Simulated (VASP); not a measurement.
Computed with r2SCAN meta-GGA, VASP's PBE PAW potentials (set 64) (plane waves; VASP).

A VASP calculation is set up with these files.

**INCAR**
```
! general
SYSTEM   =  ErSi2
PREC     =  Accurate
ENCUT    =  400
LREAL    =  F
LASPH    =  T

! electronic loop
EDIFF    =  1E-6
NELM     =  100
ALGO     =  Normal
LMAXMIX  =  6
LMIXTAU  =  T

! smearing
ISMEAR   =  1
SIGMA    =  0.1

! functional
METAGGA  =  R2SCAN

! ions
IBRION   =  2
NSW      =  60
ISIF     =  3
EDIFFG   =  -0.02

! output
LWAVE    =  F
LCHARG   =  F
```

KPOINTS:
```
Automatic
0
Gamma
8 8 7
0 0 0
```

### POSCAR
```
ErSi2
1.0
  4.0363192826   0.0000000000   0.0000000000
 -2.0181596413   3.4955550217   0.0000000000
  0.0000000000   0.0000000000   3.8385797728
Er Si
1 2
Cart
  0.0000000000   0.0000000000   0.0000000000
  2.0181616595   1.1651838420   1.9192898864
 -0.0000020182   2.3303711797   1.9192898864
```

POTCAR, in this order: Er_3 Si (PBE.64 set). Program: vasp_std.

What VASP printed:

**OSZICAR**
```
       N       E                     dE             d eps       ncg     rms          rms(c)
DAV:   1    -0.597157219064E+01   -0.59716E+01   -0.66452E+03  1516   0.110E+03
DAV:   2    -0.531307876795E+02   -0.47159E+02   -0.45292E+02  1612   0.324E+02
DAV:   3    -0.547350511797E+02   -0.16043E+01   -0.15499E+01  1456   0.417E+01
DAV:   4    -0.547954452458E+02   -0.60394E-01   -0.59568E-01  1464   0.428E+00
DAV:   5    -0.547984146964E+02   -0.29695E-02   -0.29324E-02  1484   0.814E-01    0.257E+01
DAV:   6    -0.529222042915E+02    0.18762E+01   -0.71460E-01  1568   0.158E+01    0.143E+01
DAV:   7    -0.528818719872E+02    0.40332E-01   -0.27841E-01  1620   0.983E+00    0.120E+00
DAV:   8    -0.528765728084E+02    0.52992E-02   -0.30514E-01  1388   0.559E+00    0.143E+00
DAV:   9    -0.529316846908E+02   -0.55112E-01   -0.39073E-02  1472   0.207E+00    0.358E-01
DAV:  10    -0.529543467986E+02   -0.22662E-01   -0.23557E-02  1536   0.148E+00    0.220E-01
DAV:  11    -0.529539880739E+02    0.35872E-03   -0.49880E-03  1280   0.708E-01    0.243E-01
DAV:  12    -0.529555226142E+02   -0.15345E-02   -0.21161E-03  1328   0.473E-01    0.438E-02
DAV:  13    -0.529555479727E+02   -0.25359E-04   -0.15670E-04  1776   0.137E-01    0.287E-02
DAV:  14    -0.529555334116E+02    0.14561E-04   -0.34683E-05  1820   0.669E-02    0.344E-02
DAV:  15    -0.529555605819E+02   -0.27170E-04   -0.22381E-05  1300   0.468E-02    0.583E-03
DAV:  16    -0.529555643154E+02   -0.37335E-05   -0.87811E-07   808   0.996E-03    0.740E-03
DAV:  17    -0.529555620115E+02    0.23039E-05   -0.96426E-07   732   0.284E-02    0.553E-03
DAV:  18    -0.529555607024E+02    0.13091E-05   -0.11153E-06   808   0.136E-02    0.212E-03
DAV:  19    -0.529555604099E+02    0.29246E-06   -0.23627E-07   656   0.154E-02
   1 F= -.52955560E+02 E0= -.52955816E+02  d E =-.529556E+02
       N       E                     dE             d eps       ncg     rms          rms(c)
DAV:   1    -0.529835259683E+02   -0.27965E-01   -0.66915E-01  1468   0.134E+01    0.160E+00
DAV:   2    -0.529668817727E+02    0.16644E-01   -0.33466E-02  1488   0.271E+00    0.672E-01
DAV:   3    -0.529600448978E+02    0.68369E-02   -0.16167E-02  1584   0.255E+00    0.323E-01
DAV:   4    -0.529599521242E+02    0.92774E-04   -0.64713E-04  1576   0.359E-01    0.234E-01
DAV:   5    -0.529597282845E+02    0.22384E-03   -0.68786E-04  1532   0.194E-01    0.342E-02
DAV:   6    -0.529598064646E+02   -0.78180E-04   -0.57106E-04  1280   0.233E-01    0.165E-02
DAV:   7    -0.529599151815E+02   -0.10872E-03   -0.12622E-04  1440   0.105E-01    0.903E-03
DAV:   8    -0.529599185700E+02   -0.33885E-05   -0.65977E-06  1340   0.241E-02    0.402E-03
DAV:   9    -0.529599172206E+02    0.13495E-05   -0.19731E-06   824   0.180E-02    0.190E-03
DAV:  10    -0.529599191129E+02   -0.18923E-05   -0.58427E-07   672   0.218E-02    0.719E-04
DAV:  11    -0.529599188773E+02    0.23561E-06   -0.11095E-07   608   0.869E-03
   2 F= -.52959919E+02 E0= -.52959482E+02  d E =-.435847E-02
       N       E                     dE             d eps       ncg     rms          rms(c)
DAV:   1    -0.529635663882E+02   -0.36473E-02   -0.75453E-02  1452   0.474E+00    0.526E-01
DAV:   2    -0.529618057623E+02    0.17606E-02   -0.36657E-03  1524   0.902E-01    0.221E-01
DAV:   3    -0.529611539403E+02    0.65182E-03   -0.17290E-03  1576   0.836E-01    0.107E-01
DAV:   4    -0.529611509661E+02    0.29743E-05   -0.70579E-05  1580   0.119E-01    0.778E-02
DAV:   5    -0.529611130815E+02    0.37885E-04   -0.70905E-05  1452   0.618E-02    0.106E-02
DAV:   6    -0.529611231734E+02   -0.10092E-04   -0.59805E-05  1276   0.748E-02    0.492E-03
DAV:   7    -0.529611328318E+02   -0.96583E-05   -0.12061E-05  1416   0.324E-02    0.326E-03
DAV:   8    -0.529611326353E+02    0.19651E-06   -0.66761E-07   680   0.839E-03
   3 F= -.52961133E+02 E0= -.52960883E+02  d E =-.557223E-02
       N       E                     dE             d eps       ncg     rms          rms(c)
DAV:   1    -0.529611722965E+02   -0.39465E-04   -0.77886E-04  1476   0.480E-01    0.535E-02
DAV:   2    -0.529611432585E+02    0.29038E-04   -0.37507E-05  1496   0.914E-02    0.226E-02
DAV:   3    -0.529611271298E+02    0.16129E-04   -0.17999E-05  1584   0.855E-02    0.110E-02
DAV:   4    -0.529611263021E+02    0.82769E-06   -0.43031E-07   564   0.121E-02
   4 F= -.52961126E+02 E0= -.52960855E+02  d E =-.556589E-02
       N       E                     dE             d eps       ncg     rms          rms(c)
DAV:   1    -0.529617400501E+02   -0.61292E-03   -0.19589E-02  1460   0.164E+00    0.112E-01
DAV:   2    -0.529616237590E+02    0.11629E-03   -0.55890E-04  1552   0.246E-01    0.629E-02
DAV:   3    -0.529615815884E+02    0.42171E-04   -0.13231E-04  1668   0.153E-01    0.142E-02
DAV:   4    -0.529615789764E+02    0.26120E-05   -0.15453E-05  1548   0.386E-02    0.112E-02
DAV:   5    -0.529615761738E+02    0.28026E-05   -0.15246E-05  1588   0.368E-02    0.332E-03
DAV:   6    -0.529615787999E+02   -0.26261E-05   -0.10549E-05  1424   0.313E-02    0.172E-03
DAV:   7    -0.529615805153E+02   -0.17154E-05   -0.33742E-06  1108   0.170E-02    0.103E-03
DAV:   8    -0.529615809487E+02   -0.43341E-06   -0.23350E-07   576   0.571E-03
   5 F= -.52961581E+02 E0= -.52961282E+02  d E =-.454647E-03
       N       E                     dE             d eps       ncg     rms          rms(c)
DAV:   1    -0.529620425020E+02   -0.46199E-03   -0.27800E-02  1460   0.195E+00    0.131E-01
DAV:   2    -0.529618695778E+02    0.17292E-03   -0.81976E-04  1560   0.296E-01    0.741E-02
DAV:   3    -0.529618128649E+02    0.56713E-04   -0.20044E-04  1700   0.187E-01    0.176E-02
DAV:   4    -0.529618099385E+02    0.29263E-05   -0.20011E-05  1548   0.439E-02    0.142E-02
DAV:   5    -0.529618060742E+02    0.38644E-05   -0.20087E-05  1680   0.426E-02    0.411E-03
DAV:   6    -0.529618101955E+02   -0.41213E-05   -0.12684E-05  1424   0.346E-02    0.215E-03
DAV:   7    -0.529618112768E+02   -0.10814E-05   -0.44835E-06  1208   0.198E-02    0.116E-03
DAV:   8    -0.529618124030E+02   -0.11261E-05   -0.47293E-07   580   0.691E-03    0.567E-04
DAV:   9    -0.529618122238E+02    0.17914E-06   -0.54053E-08   568   0.894E-03
   6 F= -.52961812E+02 E0= -.52961574E+02  d E =-.685922E-03
```

OUTCAR:
```
------------------------ aborting loop because EDIFF is reached ----------------------------------------
  FORCE on cell =-STRESS in cart. coord.  units (eV):
  Direction    XX          YY          ZZ          XY          YZ          ZX
  --------------------------------------------------------------------------------------
  Total       -0.0097479     -0.0097479      0.0253491     -0.0000000      0.0000000      0.0000000
  in kB       -0.2832570     -0.2832570      0.7366025     -0.0000000      0.0000000      0.0000000
  external PRESSURE =       0.0566962 kB  Pullay stress =       0.0000000 kB
  volume of cell :       55.14
      direct lattice vectors                 reciprocal lattice vectors
     4.043353328 -0.000000000 -0.000000000     0.247319470  0.142789963  0.000000000
    -2.021676664  3.501646683  0.000000000     0.000000000  0.285579926  0.000000000
    -0.000000000 -0.000000000  3.894270736    -0.000000000 -0.000000000  0.256787488
 POSITION                                       TOTAL-FORCE (eV/Angst)
 -----------------------------------------------------------------------------------
      0.00000      0.00000      0.00000         0.000000      0.000000      0.000000
      2.02168      1.16721      1.94714        -0.000000     -0.000000     -0.000000
     -0.00000      2.33443      1.94714        -0.000000     -0.000000      0.000000
 -----------------------------------------------------------------------------------
    total drift:                               -0.000000      0.000000      0.000000
  FREE ENERGIE OF THE ION-ELECTRON SYSTEM (eV)
  ---------------------------------------------------
  free  energy   TOTEN  =       -52.9618122238 eV

  energy  without entropy=      -52.9610983639  energy(sigma->0) =      -52.96157427

 reached required accuracy - stopping structural energy minimisation
```
(Selected blocks of OUTCAR.)

File CONTCAR:
```
ErSi2
   1.00000000000000
     4.0433533275849562   -0.0000000000000000   -0.0000000000000000
    -2.0216766637924781    3.5016466832724689    0.0000000000000000
    -0.0000000000000000   -0.0000000000000000    3.8942707362460545
  Er              Si
     1     2
Direct
     0.0000000000000000    0.0000000000000000    0.0000000000000000
     0.6666669999999968    0.3333330000000032    0.5000000000000000
     0.3333330000000032    0.6666669999999968    0.5000000000000000
```

The 4f electrons are frozen in the core of the lanthanide potential, so 4f levels, which can set the real gap, and their magnetism are missing.

The structure comes from a computed database's ErSi2 entry (P6/mmm); how it stands against other phases isn't given here. This run relaxes it. Symmetry was kept, so distortions that lower it aren't found. The start is the result of an earlier pass. The electron count is odd and the run is not spin-polarised, which forces a metal.
